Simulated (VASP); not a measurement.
Computed with SCAN meta-GGA, VASP's PBE PAW potentials (set 64) (plane waves; VASP).

VASP ran on this input.

**KPOINTS**
```
Automatic mesh
0
Gamma
 11 11 11
```

POSCAR:
```
YbO
1
    0.0000000000     2.3264337853     2.3264337853
    2.3264337853     0.0000000000     2.3264337853
    2.3264337853     2.3264337853     0.0000000000
Yb O
1 1
Direct
  0.0000000000   0.0000000000   0.0000000000
  0.5000000000   0.5000000000   0.5000000000
```

**KPOINTS_OPT**
```
k-points along high-symmetry lines
10
Line-mode
Reciprocal
  0.000000   0.000000   0.000000 ! GAMMA
  0.500000   0.000000   0.500000 ! X

  0.500000   0.000000   0.500000 ! X
  0.625000   0.250000   0.625000 ! U

  0.375000   0.375000   0.750000 ! K
  0.000000   0.000000   0.000000 ! GAMMA

  0.000000   0.000000   0.000000 ! GAMMA
  0.500000   0.500000   0.500000 ! L

  0.500000   0.500000   0.500000 ! L
  0.500000   0.250000   0.750000 ! W

  0.500000   0.250000   0.750000 ! W
  0.500000   0.000000   0.500000 ! X
```

**INCAR**
```
METAGGA=SCAN
EDIFF=1E-7   ! SCF stop (eV)
LWAVE=.FALSE.
PREC=Accurate
LORBIT=11   ! lm-projected
ALGO=Normal
LMIXTAU=.TRUE.
LCHARG=.FALSE.
NEDOS=601
LREAL=.FALSE.   ! projection in real space or not
SYSTEM=YbO
ISMEAR=-5
ENCUT=520   ! plane-wave cut-off (eV)
LMAXMIX=6   ! l cut-off of mixed one-centre charges
NELM=100   ! most electronic steps
ISIF=2
LASPH=.TRUE.   ! aspherical one-centre terms
```

POTCAR, in this order: Yb_2 O (PBE.64 set). Program: vasp_std.

What VASP printed:

OSZICAR:
```
       N       E                     dE             d eps       ncg     rms          rms(c)
DAV:   1     0.637765647596E+01    0.63777E+01   -0.75140E+03  1288   0.132E+03
DAV:   2    -0.648181879890E+02   -0.71196E+02   -0.68304E+02  1459   0.258E+02
DAV:   3    -0.676479224072E+02   -0.28297E+01   -0.28229E+01  1535   0.505E+01
DAV:   4    -0.676610529237E+02   -0.13131E-01   -0.13129E-01  1322   0.362E+00
DAV:   5    -0.676611112909E+02   -0.58367E-04   -0.58367E-04  1436   0.249E-01    0.212E+01
DAV:   6    -0.642389472670E+02    0.34222E+01   -0.67724E+00  1373   0.285E+01    0.174E+01
DAV:   7    -0.643863032899E+02   -0.14736E+00   -0.10301E+00  1316   0.113E+01    0.101E+01
DAV:   8    -0.618502496070E+02    0.25361E+01   -0.50356E-01  1256   0.937E+00    0.181E+00
DAV:   9    -0.641613146337E+02   -0.23111E+01   -0.10670E+00  1268   0.964E+00    0.296E+00
DAV:  10    -0.642312605625E+02   -0.69946E-01   -0.10853E-01  1256   0.329E+00    0.184E+00
DAV:  11    -0.642537983237E+02   -0.22538E-01   -0.37842E-02  1277   0.213E+00    0.113E+00
DAV:  12    -0.642474063668E+02    0.63920E-02   -0.11507E-01  1385   0.294E+00    0.268E-01
DAV:  13    -0.642532106815E+02   -0.58043E-02   -0.37275E-03  1241   0.909E-01    0.240E-01
DAV:  14    -0.642525747714E+02    0.63591E-03   -0.18456E-03  1289   0.408E-01    0.549E-02
DAV:  15    -0.642528492001E+02   -0.27443E-03   -0.48657E-04  1310   0.227E-01    0.595E-02
DAV:  16    -0.642531311764E+02   -0.28198E-03   -0.15354E-04  1232   0.170E-01    0.179E-02
DAV:  17    -0.642531064361E+02    0.24740E-04   -0.43936E-06  1304   0.254E-02    0.135E-02
DAV:  18    -0.642530902097E+02    0.16226E-04   -0.77117E-06  1316   0.258E-02    0.415E-03
DAV:  19    -0.642530857057E+02    0.45039E-05   -0.82686E-07  1286   0.101E-02    0.683E-04
DAV:  20    -0.642530872509E+02   -0.15452E-05   -0.56744E-08   820   0.368E-03    0.108E-03
DAV:  21    -0.642530850404E+02    0.22105E-05   -0.22352E-08   634   0.223E-03    0.837E-04
DAV:  22    -0.642530841932E+02    0.84720E-06   -0.19900E-08   631   0.163E-03    0.385E-04
DAV:  23    -0.642530841174E+02    0.75767E-07   -0.55704E-09   625   0.845E-04
   1 F= -.64253084E+02 E0= -.64253084E+02  d E =0.000000E+00
       N       E                     dE             ncg
       N       E                     dE             ncg
```

File OUTCAR:
```
------------------------ aborting loop because EDIFF is reached ----------------------------------------
  FORCE on cell =-STRESS in cart. coord.  units (eV):
  Direction    XX          YY          ZZ          XY          YZ          ZX
  --------------------------------------------------------------------------------------
  Total        0.0105397      0.0105397      0.0105397      0.0000000      0.0000000     -0.0000000
  in kB        0.6705612      0.6705612      0.6705612      0.0000000      0.0000000     -0.0000000
  external PRESSURE =       0.6705612 kB  Pullay stress =       0.0000000 kB
  volume of cell :       25.18
      direct lattice vectors                 reciprocal lattice vectors
     0.000000000  2.326433785  2.326433785    -0.214921225  0.214921225  0.214921225
     2.326433785  0.000000000  2.326433785     0.214921225 -0.214921225  0.214921225
     2.326433785  2.326433785  0.000000000     0.214921225  0.214921225 -0.214921225
 POSITION                                       TOTAL-FORCE (eV/Angst)
 -----------------------------------------------------------------------------------
      0.00000      0.00000      0.00000         0.000000      0.000000      0.000000
      2.32643      2.32643      2.32643         0.000000      0.000000      0.000000
 -----------------------------------------------------------------------------------
    total drift:                                0.000000     -0.000000      0.000000
  FREE ENERGIE OF THE ION-ELECTRON SYSTEM (eV)
  ---------------------------------------------------
  free  energy   TOTEN  =       -64.2530841174 eV

  energy  without entropy=      -64.2530841174  energy(sigma->0) =      -64.25308412

 total charge

# of ion       s       p       d       tot
------------------------------------------
    1        0.363   6.906   1.061   8.330
    2        1.564   3.527   0.000   5.092
--------------------------------------------------
tot          1.927  10.434   1.061  13.422
```
(Selected blocks of OUTCAR.)

File OUTCAR:
```
 val. band max:        0.7846165501   @ k =   0.0000   0.0000   0.0000

 cond. band min:       4.6499376891   @ k =   0.4545   0.4545   0.0000


 Fermi energy:         0.8339585170

 k-point     1 :       0.0000    0.0000    0.0000
  band No.  band energies     occupation
      1     -17.2439      2.00000
      2     -17.2439      2.00000
      3     -17.2439      2.00000
      4     -16.2349      2.00000
      5       0.7846      2.00000
      6       0.7846      2.00000
      7       0.7846      2.00000
      8       6.1474      0.00000
      9       8.4683      0.00000
     10       8.4684      0.00000
     11       8.4684      0.00000

 k-point     2 :       0.0909    0.0000    0.0000
  band No.  band energies     occupation
      1     -17.7236      2.00000
      2     -17.2520      2.00000
      3     -17.2520      2.00000
      4     -15.7525      2.00000
      5       0.3904      2.00000
      6       0.6148      2.00000
      7       0.6148      2.00000
      8       6.6694      0.00000
      9       8.3744      0.00000
     10       8.6961      0.00000
     11       8.6961      0.00000

 k-point     3 :       0.1818    0.0000    0.0000
  band No.  band energies     occupation
      1     -18.4355      2.00000
      2     -17.2735      2.00000
      3     -17.2735      2.00000
      4     -15.0303      2.00000
      5      -0.4752      2.00000
      6       0.1966      2.00000
      7       0.1967      2.00000
      8       7.9122      0.00000
      9       8.3002      0.00000
     10       9.3497      0.00000
     11       9.3497      0.00000

 k-point     4 :       0.2727    0.0000    0.0000
  band No.  band energies     occupation
      1     -19.0564      2.00000
      2     -17.3013      2.00000
      3     -17.3013      2.00000
      4     -14.3930      2.00000
      5      -1.3910      2.00000
      6      -0.2876      2.00000
      7      -0.2875      2.00000
      8       8.4915      0.00000
      9       9.4275      0.00000
...
```

The 4f electrons are frozen in the core of the lanthanide potential, so 4f levels, which can set the real gap, and their magnetism are missing.

The structure comes from a measured YbO entry (Fm-3m) of the Crystallography Open Database, whose conditions weren't checked. It was relaxed first, which changed the volume by -12 %.
